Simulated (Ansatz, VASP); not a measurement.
# Cross-check of Sn between VASP and Ansatz, part 2 of 4

One calculation is typed for both programs; each brings its own data sets. How far apart do they land? The structure shown is the end of the Ansatz relaxation below.

VASP 6.6.1 and Ansatz 0.2.0.

So far: The structure; Ansatz: relaxation, r2SCAN.

### Step 3. VASP: single point, r2SCAN, pair 1

Level of this step: r2SCAN; plane waves and PAW (Sn_d) (VASP).

The same cell, functional, mesh and smearing now go to VASP, with its own data sets.

Lines of VASP's logs that name or quote its potential files are left out, and so is its time.

INCAR reads:

```
SYSTEM = Sn
PREC = Accurate
ENCUT = 550
EDIFF = 1E-06
NELM = 120
ISMEAR = 0
SIGMA = 0.015
LREAL = .FALSE.
ALGO = Normal
METAGGA = R2SCAN
LASPH = .TRUE.
NBANDS = 20
LORBIT = 11
LWAVE = .FALSE.
LCHARG = .FALSE.
ISIF = 2
ISYM = 2
GGA_COMPAT = .FALSE.
EFERMI = MIDGAP
LMIXTAU = .TRUE.
KPAR = 2
```

POSCAR reads:

```
Sn
1.0
   -0.0009041670      3.1701513049      3.1701513049
    3.1701513049     -0.0009041670      3.1701513049
    3.1701513049      3.1701513049     -0.0009041670
Sn
2
Direct
    0.4999523388      0.4999523388      0.4999523388
    0.7500476612      0.7500476612      0.7500476612
```

KPOINTS reads:

```
Points of the shifted mesh
1728
Reciprocal
 0.0416666667  0.0416666667  0.0416666667 1
 0.0416666667  0.0416666667  0.1250000000 1
 0.0416666667  0.0416666667  0.2083333333 1
 0.0416666667  0.0416666667  0.2916666667 1
 0.0416666667  0.0416666667  0.3750000000 1
 0.0416666667  0.0416666667  0.4583333333 1
 0.0416666667  0.0416666667  0.5416666667 1
 0.0416666667  0.0416666667  0.6250000000 1
 0.0416666667  0.0416666667  0.7083333333 1
 0.0416666667  0.0416666667  0.7916666667 1
 0.0416666667  0.0416666667  0.8750000000 1
 0.0416666667  0.0416666667  0.9583333333 1
 0.0416666667  0.1250000000  0.0416666667 1
 0.0416666667  0.1250000000  0.1250000000 1
 0.0416666667  0.1250000000  0.2083333333 1
 0.0416666667  0.1250000000  0.2916666667 1
 0.0416666667  0.1250000000  0.3750000000 1
 0.0416666667  0.1250000000  0.4583333333 1
 0.0416666667  0.1250000000  0.5416666667 1
 0.0416666667  0.1250000000  0.6250000000 1
 0.0416666667  0.1250000000  0.7083333333 1
 0.0416666667  0.1250000000  0.7916666667 1
 0.0416666667  0.1250000000  0.8750000000 1
 0.0416666667  0.1250000000  0.9583333333 1
 0.0416666667  0.2083333333  0.0416666667 1
 0.0416666667  0.2083333333  0.1250000000 1
 0.0416666667  0.2083333333  0.2083333333 1
 0.0416666667  0.2083333333  0.2916666667 1
 0.0416666667  0.2083333333  0.3750000000 1
 0.0416666667  0.2083333333  0.4583333333 1
 0.0416666667  0.2083333333  0.5416666667 1
 0.0416666667  0.2083333333  0.6250000000 1
 0.0416666667  0.2083333333  0.7083333333 1
 0.0416666667  0.2083333333  0.7916666667 1
 0.0416666667  0.2083333333  0.8750000000 1
 0.0416666667  0.2083333333  0.9583333333 1
 0.0416666667  0.2916666667  0.0416666667 1
 0.0416666667  0.2916666667  0.1250000000 1
 0.0416666667  0.2916666667  0.2083333333 1
 0.0416666667  0.2916666667  0.2916666667 1
 0.0416666667  0.2916666667  0.3750000000 1
 0.0416666667  0.2916666667  0.4583333333 1
 0.0416666667  0.2916666667  0.5416666667 1
 0.0416666667  0.2916666667  0.6250000000 1
 0.0416666667  0.2916666667  0.7083333333 1
 0.0416666667  0.2916666667  0.7916666667 1
 0.0416666667  0.2916666667  0.8750000000 1
 0.0416666667  0.2916666667  0.9583333333 1
 0.0416666667  0.3750000000  0.0416666667 1
 0.0416666667  0.3750000000  0.1250000000 1
 0.0416666667  0.3750000000  0.2083333333 1
 0.0416666667  0.3750000000  0.2916666667 1
 0.0416666667  0.3750000000  0.3750000000 1
 0.0416666667  0.3750000000  0.4583333333 1
 0.0416666667  0.3750000000  0.5416666667 1
 0.0416666667  0.3750000000  0.6250000000 1
 0.0416666667  0.3750000000  0.7083333333 1
 0.0416666667  0.3750000000  0.7916666667 1
 0.0416666667  0.3750000000  0.8750000000 1
 0.0416666667  0.3750000000  0.9583333333 1
 0.0416666667  0.4583333333  0.0416666667 1
 0.0416666667  0.4583333333  0.1250000000 1
 0.0416666667  0.4583333333  0.2083333333 1
 0.0416666667  0.4583333333  0.2916666667 1
 0.0416666667  0.4583333333  0.3750000000 1
 0.0416666667  0.4583333333  0.4583333333 1
 0.0416666667  0.4583333333  0.5416666667 1
 0.0416666667  0.4583333333  0.6250000000 1
 0.0416666667  0.4583333333  0.7083333333 1
 0.0416666667  0.4583333333  0.7916666667 1
 0.0416666667  0.4583333333  0.8750000000 1
 0.0416666667  0.4583333333  0.9583333333 1
 0.0416666667  0.5416666667  0.0416666667 1
 0.0416666667  0.5416666667  0.1250000000 1
 0.0416666667  0.5416666667  0.2083333333 1
 0.0416666667  0.5416666667  0.2916666667 1
 0.0416666667  0.5416666667  0.3750000000 1
 0.0416666667  0.5416666667  0.4583333333 1
 0.0416666667  0.5416666667  0.5416666667 1
 0.0416666667  0.5416666667  0.6250000000 1
 0.0416666667  0.5416666667  0.7083333333 1
 0.0416666667  0.5416666667  0.7916666667 1
 0.0416666667  0.5416666667  0.8750000000 1
 0.0416666667  0.5416666667  0.9583333333 1
 0.0416666667  0.6250000000  0.0416666667 1
 0.0416666667  0.6250000000  0.1250000000 1
 0.0416666667  0.6250000000  0.2083333333 1
 0.0416666667  0.6250000000  0.2916666667 1
 0.0416666667  0.6250000000  0.3750000000 1
 0.0416666667  0.6250000000  0.4583333333 1
 0.0416666667  0.6250000000  0.5416666667 1
 0.0416666667  0.6250000000  0.6250000000 1
 0.0416666667  0.6250000000  0.7083333333 1
 0.0416666667  0.6250000000  0.7916666667 1
 0.0416666667  0.6250000000  0.8750000000 1
 0.0416666667  0.6250000000  0.9583333333 1
 0.0416666667  0.7083333333  0.0416666667 1
 0.0416666667  0.7083333333  0.1250000000 1
 0.0416666667  0.7083333333  0.2083333333 1
 0.0416666667  0.7083333333  0.2916666667 1
 0.0416666667  0.7083333333  0.3750000000 1
 0.0416666667  0.7083333333  0.4583333333 1
 0.0416666667  0.7083333333  0.5416666667 1
 0.0416666667  0.7083333333  0.6250000000 1
 0.0416666667  0.7083333333  0.7083333333 1
 0.0416666667  0.7083333333  0.7916666667 1
 0.0416666667  0.7083333333  0.8750000000 1
 0.0416666667  0.7083333333  0.9583333333 1
 0.0416666667  0.7916666667  0.0416666667 1
 0.0416666667  0.7916666667  0.1250000000 1
 0.0416666667  0.7916666667  0.2083333333 1
 0.0416666667  0.7916666667  0.2916666667 1
[... 1390 lines left out ...]
 0.8750000000  0.4583333333  0.1250000000 1
 0.8750000000  0.4583333333  0.2083333333 1
 0.8750000000  0.4583333333  0.2916666667 1
 0.8750000000  0.4583333333  0.3750000000 1
 0.8750000000  0.4583333333  0.4583333333 1
 0.8750000000  0.4583333333  0.5416666667 1
 0.8750000000  0.4583333333  0.6250000000 1
 0.8750000000  0.4583333333  0.7083333333 1
 0.8750000000  0.4583333333  0.7916666667 1
 0.8750000000  0.4583333333  0.8750000000 1
 0.8750000000  0.4583333333  0.9583333333 1
 0.8750000000  0.5416666667  0.0416666667 1
 0.8750000000  0.5416666667  0.1250000000 1
 0.8750000000  0.5416666667  0.2083333333 1
 0.8750000000  0.5416666667  0.2916666667 1
 0.8750000000  0.5416666667  0.3750000000 1
 0.8750000000  0.5416666667  0.4583333333 1
 0.8750000000  0.5416666667  0.5416666667 1
 0.8750000000  0.5416666667  0.6250000000 1
 0.8750000000  0.5416666667  0.7083333333 1
 0.8750000000  0.5416666667  0.7916666667 1
 0.8750000000  0.5416666667  0.8750000000 1
 0.8750000000  0.5416666667  0.9583333333 1
 0.8750000000  0.6250000000  0.0416666667 1
 0.8750000000  0.6250000000  0.1250000000 1
 0.8750000000  0.6250000000  0.2083333333 1
 0.8750000000  0.6250000000  0.2916666667 1
 0.8750000000  0.6250000000  0.3750000000 1
 0.8750000000  0.6250000000  0.4583333333 1
 0.8750000000  0.6250000000  0.5416666667 1
 0.8750000000  0.6250000000  0.6250000000 1
 0.8750000000  0.6250000000  0.7083333333 1
 0.8750000000  0.6250000000  0.7916666667 1
 0.8750000000  0.6250000000  0.8750000000 1
 0.8750000000  0.6250000000  0.9583333333 1
 0.8750000000  0.7083333333  0.0416666667 1
 0.8750000000  0.7083333333  0.1250000000 1
 0.8750000000  0.7083333333  0.2083333333 1
 0.8750000000  0.7083333333  0.2916666667 1
 0.8750000000  0.7083333333  0.3750000000 1
 0.8750000000  0.7083333333  0.4583333333 1
 0.8750000000  0.7083333333  0.5416666667 1
 0.8750000000  0.7083333333  0.6250000000 1
 0.8750000000  0.7083333333  0.7083333333 1
 0.8750000000  0.7083333333  0.7916666667 1
 0.8750000000  0.7083333333  0.8750000000 1
 0.8750000000  0.7083333333  0.9583333333 1
 0.8750000000  0.7916666667  0.0416666667 1
 0.8750000000  0.7916666667  0.1250000000 1
 0.8750000000  0.7916666667  0.2083333333 1
 0.8750000000  0.7916666667  0.2916666667 1
 0.8750000000  0.7916666667  0.3750000000 1
 0.8750000000  0.7916666667  0.4583333333 1
 0.8750000000  0.7916666667  0.5416666667 1
 0.8750000000  0.7916666667  0.6250000000 1
 0.8750000000  0.7916666667  0.7083333333 1
 0.8750000000  0.7916666667  0.7916666667 1
 0.8750000000  0.7916666667  0.8750000000 1
 0.8750000000  0.7916666667  0.9583333333 1
 0.8750000000  0.8750000000  0.0416666667 1
 0.8750000000  0.8750000000  0.1250000000 1
 0.8750000000  0.8750000000  0.2083333333 1
 0.8750000000  0.8750000000  0.2916666667 1
 0.8750000000  0.8750000000  0.3750000000 1
 0.8750000000  0.8750000000  0.4583333333 1
 0.8750000000  0.8750000000  0.5416666667 1
 0.8750000000  0.8750000000  0.6250000000 1
 0.8750000000  0.8750000000  0.7083333333 1
 0.8750000000  0.8750000000  0.7916666667 1
 0.8750000000  0.8750000000  0.8750000000 1
 0.8750000000  0.8750000000  0.9583333333 1
 0.8750000000  0.9583333333  0.0416666667 1
 0.8750000000  0.9583333333  0.1250000000 1
 0.8750000000  0.9583333333  0.2083333333 1
 0.8750000000  0.9583333333  0.2916666667 1
 0.8750000000  0.9583333333  0.3750000000 1
 0.8750000000  0.9583333333  0.4583333333 1
 0.8750000000  0.9583333333  0.5416666667 1
 0.8750000000  0.9583333333  0.6250000000 1
 0.8750000000  0.9583333333  0.7083333333 1
 0.8750000000  0.9583333333  0.7916666667 1
 0.8750000000  0.9583333333  0.8750000000 1
 0.8750000000  0.9583333333  0.9583333333 1
 0.9583333333  0.0416666667  0.0416666667 1
 0.9583333333  0.0416666667  0.1250000000 1
 0.9583333333  0.0416666667  0.2083333333 1
 0.9583333333  0.0416666667  0.2916666667 1
 0.9583333333  0.0416666667  0.3750000000 1
 0.9583333333  0.0416666667  0.4583333333 1
 0.9583333333  0.0416666667  0.5416666667 1
 0.9583333333  0.0416666667  0.6250000000 1
 0.9583333333  0.0416666667  0.7083333333 1
 0.9583333333  0.0416666667  0.7916666667 1
 0.9583333333  0.0416666667  0.8750000000 1
 0.9583333333  0.0416666667  0.9583333333 1
 0.9583333333  0.1250000000  0.0416666667 1
 0.9583333333  0.1250000000  0.1250000000 1
 0.9583333333  0.1250000000  0.2083333333 1
 0.9583333333  0.1250000000  0.2916666667 1
 0.9583333333  0.1250000000  0.3750000000 1
 0.9583333333  0.1250000000  0.4583333333 1
 0.9583333333  0.1250000000  0.5416666667 1
 0.9583333333  0.1250000000  0.6250000000 1
 0.9583333333  0.1250000000  0.7083333333 1
 0.9583333333  0.1250000000  0.7916666667 1
 0.9583333333  0.1250000000  0.8750000000 1
 0.9583333333  0.1250000000  0.9583333333 1
 0.9583333333  0.2083333333  0.0416666667 1
 0.9583333333  0.2083333333  0.1250000000 1
 0.9583333333  0.2083333333  0.2083333333 1
 0.9583333333  0.2083333333  0.2916666667 1
 0.9583333333  0.2083333333  0.3750000000 1
 0.9583333333  0.2083333333  0.4583333333 1
 0.9583333333  0.2083333333  0.5416666667 1
 0.9583333333  0.2083333333  0.6250000000 1
 0.9583333333  0.2083333333  0.7083333333 1
 0.9583333333  0.2083333333  0.7916666667 1
 0.9583333333  0.2083333333  0.8750000000 1
 0.9583333333  0.2083333333  0.9583333333 1
 0.9583333333  0.2916666667  0.0416666667 1
 0.9583333333  0.2916666667  0.1250000000 1
 0.9583333333  0.2916666667  0.2083333333 1
 0.9583333333  0.2916666667  0.2916666667 1
 0.9583333333  0.2916666667  0.3750000000 1
 0.9583333333  0.2916666667  0.4583333333 1
 0.9583333333  0.2916666667  0.5416666667 1
 0.9583333333  0.2916666667  0.6250000000 1
 0.9583333333  0.2916666667  0.7083333333 1
 0.9583333333  0.2916666667  0.7916666667 1
 0.9583333333  0.2916666667  0.8750000000 1
 0.9583333333  0.2916666667  0.9583333333 1
 0.9583333333  0.3750000000  0.0416666667 1
 0.9583333333  0.3750000000  0.1250000000 1
 0.9583333333  0.3750000000  0.2083333333 1
 0.9583333333  0.3750000000  0.2916666667 1
 0.9583333333  0.3750000000  0.3750000000 1
 0.9583333333  0.3750000000  0.4583333333 1
 0.9583333333  0.3750000000  0.5416666667 1
 0.9583333333  0.3750000000  0.6250000000 1
 0.9583333333  0.3750000000  0.7083333333 1
 0.9583333333  0.3750000000  0.7916666667 1
 0.9583333333  0.3750000000  0.8750000000 1
 0.9583333333  0.3750000000  0.9583333333 1
 0.9583333333  0.4583333333  0.0416666667 1
 0.9583333333  0.4583333333  0.1250000000 1
 0.9583333333  0.4583333333  0.2083333333 1
 0.9583333333  0.4583333333  0.2916666667 1
 0.9583333333  0.4583333333  0.3750000000 1
 0.9583333333  0.4583333333  0.4583333333 1
 0.9583333333  0.4583333333  0.5416666667 1
 0.9583333333  0.4583333333  0.6250000000 1
 0.9583333333  0.4583333333  0.7083333333 1
 0.9583333333  0.4583333333  0.7916666667 1
 0.9583333333  0.4583333333  0.8750000000 1
 0.9583333333  0.4583333333  0.9583333333 1
 0.9583333333  0.5416666667  0.0416666667 1
 0.9583333333  0.5416666667  0.1250000000 1
 0.9583333333  0.5416666667  0.2083333333 1
 0.9583333333  0.5416666667  0.2916666667 1
 0.9583333333  0.5416666667  0.3750000000 1
 0.9583333333  0.5416666667  0.4583333333 1
 0.9583333333  0.5416666667  0.5416666667 1
 0.9583333333  0.5416666667  0.6250000000 1
 0.9583333333  0.5416666667  0.7083333333 1
 0.9583333333  0.5416666667  0.7916666667 1
 0.9583333333  0.5416666667  0.8750000000 1
 0.9583333333  0.5416666667  0.9583333333 1
 0.9583333333  0.6250000000  0.0416666667 1
 0.9583333333  0.6250000000  0.1250000000 1
 0.9583333333  0.6250000000  0.2083333333 1
 0.9583333333  0.6250000000  0.2916666667 1
 0.9583333333  0.6250000000  0.3750000000 1
 0.9583333333  0.6250000000  0.4583333333 1
 0.9583333333  0.6250000000  0.5416666667 1
 0.9583333333  0.6250000000  0.6250000000 1
 0.9583333333  0.6250000000  0.7083333333 1
 0.9583333333  0.6250000000  0.7916666667 1
 0.9583333333  0.6250000000  0.8750000000 1
 0.9583333333  0.6250000000  0.9583333333 1
 0.9583333333  0.7083333333  0.0416666667 1
 0.9583333333  0.7083333333  0.1250000000 1
 0.9583333333  0.7083333333  0.2083333333 1
 0.9583333333  0.7083333333  0.2916666667 1
 0.9583333333  0.7083333333  0.3750000000 1
 0.9583333333  0.7083333333  0.4583333333 1
 0.9583333333  0.7083333333  0.5416666667 1
 0.9583333333  0.7083333333  0.6250000000 1
 0.9583333333  0.7083333333  0.7083333333 1
 0.9583333333  0.7083333333  0.7916666667 1
 0.9583333333  0.7083333333  0.8750000000 1
 0.9583333333  0.7083333333  0.9583333333 1
 0.9583333333  0.7916666667  0.0416666667 1
 0.9583333333  0.7916666667  0.1250000000 1
 0.9583333333  0.7916666667  0.2083333333 1
 0.9583333333  0.7916666667  0.2916666667 1
 0.9583333333  0.7916666667  0.3750000000 1
 0.9583333333  0.7916666667  0.4583333333 1
 0.9583333333  0.7916666667  0.5416666667 1
 0.9583333333  0.7916666667  0.6250000000 1
 0.9583333333  0.7916666667  0.7083333333 1
 0.9583333333  0.7916666667  0.7916666667 1
 0.9583333333  0.7916666667  0.8750000000 1
 0.9583333333  0.7916666667  0.9583333333 1
 0.9583333333  0.8750000000  0.0416666667 1
 0.9583333333  0.8750000000  0.1250000000 1
 0.9583333333  0.8750000000  0.2083333333 1
 0.9583333333  0.8750000000  0.2916666667 1
 0.9583333333  0.8750000000  0.3750000000 1
 0.9583333333  0.8750000000  0.4583333333 1
 0.9583333333  0.8750000000  0.5416666667 1
 0.9583333333  0.8750000000  0.6250000000 1
 0.9583333333  0.8750000000  0.7083333333 1
 0.9583333333  0.8750000000  0.7916666667 1
 0.9583333333  0.8750000000  0.8750000000 1
 0.9583333333  0.8750000000  0.9583333333 1
 0.9583333333  0.9583333333  0.0416666667 1
 0.9583333333  0.9583333333  0.1250000000 1
 0.9583333333  0.9583333333  0.2083333333 1
 0.9583333333  0.9583333333  0.2916666667 1
 0.9583333333  0.9583333333  0.3750000000 1
 0.9583333333  0.9583333333  0.4583333333 1
 0.9583333333  0.9583333333  0.5416666667 1
 0.9583333333  0.9583333333  0.6250000000 1
 0.9583333333  0.9583333333  0.7083333333 1
 0.9583333333  0.9583333333  0.7916666667 1
 0.9583333333  0.9583333333  0.8750000000 1
 0.9583333333  0.9583333333  0.9583333333 1
```

Potentials, in the order of the species: Sn_d (PBE family, release 64).

Launch:

```sh
$ mpirun -np 2 vasp_std
```

Output:

```text
[banner, memory and clock lines left out]
running    2 mpi-ranks, on    1 nodes
 distrk:  each k-point on    1 cores,    2 groups
 distr:  one band on    1 cores,    1 groups

 POSCAR found type information on POSCAR Sn
 POSCAR found :  1 types and       2 ions
|                                                                             |
|               ----> ADVICE to this user running VASP <----                  |
|                                                                             |
|     You enforced a specific xc type in the INCAR file but a different       |
|     [... a line on the potential file left out ...]
|     I HOPE YOU KNOW WHAT YOU ARE DOING!                                     |
|                                                                             |

 LDA part: xc-table for (None), standard interpolation
 POSCAR, INCAR and KPOINTS ok, starting setup
 FFT: planning ... GRIDC
 FFT: planning ... GRID_SOFT
 FFT: planning ... GRID
 WAVECAR not read
 entering main loop
       N       E                     dE             d eps       ncg     rms          rms(c)
DAV:   1     0.188942954007E+03    0.18894E+03   -0.15944E+04 69536   0.223E+03
DAV:   2    -0.285071500550E+02   -0.21745E+03   -0.21340E+03 69268   0.474E+02
DAV:   3    -0.527644647116E+02   -0.24257E+02   -0.24098E+02 78596   0.150E+02
DAV:   4    -0.535557248430E+02   -0.79126E+00   -0.79083E+00 78760   0.303E+01
DAV:   5    -0.535856401864E+02   -0.29915E-01   -0.29915E-01100068   0.564E+00    0.541E+00
DAV:   6    -0.494315816799E+02    0.41541E+01   -0.13537E+00 74420   0.198E+01    0.257E+00
DAV:   7    -0.490881023354E+02    0.34348E+00   -0.47538E-01 73068   0.857E+00    0.101E+00
DAV:   8    -0.494047483626E+02   -0.31665E+00   -0.31637E-01 69396   0.560E+00    0.327E-01
DAV:   9    -0.493711876645E+02    0.33561E-01   -0.17705E-02 77872   0.117E+00    0.211E-01
DAV:  10    -0.493668200946E+02    0.43676E-02   -0.27073E-03 72316   0.541E-01    0.174E-01
DAV:  11    -0.493752936127E+02   -0.84735E-02   -0.70546E-03 70736   0.911E-01    0.479E-02
DAV:  12    -0.493791972288E+02   -0.39036E-02   -0.12981E-03 70604   0.519E-01    0.199E-02
DAV:  13    -0.493798577745E+02   -0.66055E-03   -0.22964E-04 81440   0.141E-01    0.129E-02
DAV:  14    -0.493801796001E+02   -0.32183E-03   -0.19718E-04 69860   0.162E-01    0.362E-03
DAV:  15    -0.493802196668E+02   -0.40067E-04   -0.23846E-05 72656   0.450E-02    0.587E-03
DAV:  16    -0.493802258677E+02   -0.62010E-05   -0.44186E-06 59388   0.207E-02    0.497E-03
DAV:  17    -0.493802254249E+02    0.44286E-06   -0.36475E-07 52484   0.700E-03
   1 F= -.49380225E+02 E0= -.49380225E+02  d E =-.550839E-64
```

(Part 2 of 4 ends here.)

[Lines on the potential files, build, host, timing and source positions are cut from VASP's logs without a mark.]

[Logs are printed without paths, hosts, clocks, repeated set-up lines and the standing remarks that a program may print on its own settings, such as how far it seeks lower states.]

[Hosts, paths, dates, database ids (printed as entryN), source tags and the programs' standing remarks are cut or masked in the printed files.]
